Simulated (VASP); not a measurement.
CsRu2: single point with PBE

The system is CsRu2.

```xyz
3
Lattice="3.7002 0.0000 0.0000 0.0000 3.7002 0.0000 0.0000 0.0000 5.0269" Properties=species:S:1:pos:R:3 pbc="T T T"
Cs    0.0000    0.0000    2.5134
Ru    1.8501    1.8501    2.5134
Ru    0.0000    0.0000    0.0000
```

The cell was built by a generator and needn't be a form met in nature.

The cell isn't the ideal one: random cell by space group and Wyckoff sites (P4/mmm, No. 123).

- Program: VASP 6.6.1
- Task: single point
- Functional: PBE
- Potentials or basis: VASP PAW PBE potentials, release 64 (Cs_sv, Ru_pv)
- Cutoff: 520 eV
- k mesh: 12 × 12 × 10
- Occupations: gaussian, width 0.1 eV
- Spin: no spin polarisation
- Dipole correction: no
- Further INCAR settings: ALGO = Fast; EDIFF = 1e-07; NBANDS = 26

```yaml
Pressure: 3.8 GPa
Band_gap_on_the_k_mesh: none (metal or under the smearing width)
```

Stress tensor (GPa, compression positive):
```
3.39 0.00 0.00
0.00 3.39 0.00
0.00 0.00 4.60
```

Levels at points of the mesh, in eV from the Fermi level:
```tsv
k point	band 17	band 18	band 19	band 20	band 21	band 22
(0.00, 0.00, 0.00)	-0.99	-0.07	-0.07	0.06	0.24	2.91
(0.50, 0.00, 0.00)	-0.80	-0.65	-0.49	1.37	1.55	2.97
(0.50, 0.50, 0.00)	-0.02	-0.02	0.00	0.35	1.61	3.79
(0.00, 0.00, 0.50)	-1.18	-0.44	-0.44	-0.13	-0.01	3.55
(0.50, 0.00, 0.50)	-0.18	0.13	0.59	1.11	1.59	1.88
(0.50, 0.50, 0.50)	-0.83	-0.49	0.36	0.48	0.95	3.87
```

Run time: 2.7 min on 1 thread of AMD EPYC 9R45 (Zen 5) (shared host), peak memory 0.33 GiB.

The run has no spin-orbit coupling, so splittings on Cs are missing.
